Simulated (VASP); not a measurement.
Data:

```xyz
2
Lattice="0.0000 3.2778 3.2778 3.2778 0.0000 3.2778 3.2778 3.2778 0.0000" Properties=species:S:1:pos:R:3 pbc="T T T"
In     0.0000     0.0000     0.0000
Sb     1.6389     1.6389     1.6389
```

Level of theory: r2SCAN meta-GGA, VASP's PBE PAW potentials (set 64) (plane waves; VASP). Settings: 400 eV cut-off, 9×9×9 Γ-centred mesh, first-order Methfessel-Paxton smearing of 0.10 eV, potentials In_d Sb.

Unless said otherwise, spin-orbit coupling is left out, though it shifts the bands of the heavy elements here.

Question: What does the run give for the energy per atom (σ→0), band gap (on the k-mesh) with the smallest direct gap where there is one?

Answer: 
| Item | Value |
|---|---|
| band gap (on the k-mesh) | none (metal, semimetal or under 0.01 eV) |
| energy per atom (σ→0) | -24.383 eV/atom |

The compound is InSb in the zinc blende structure. It was relaxed first. The start is the result of an earlier pass.
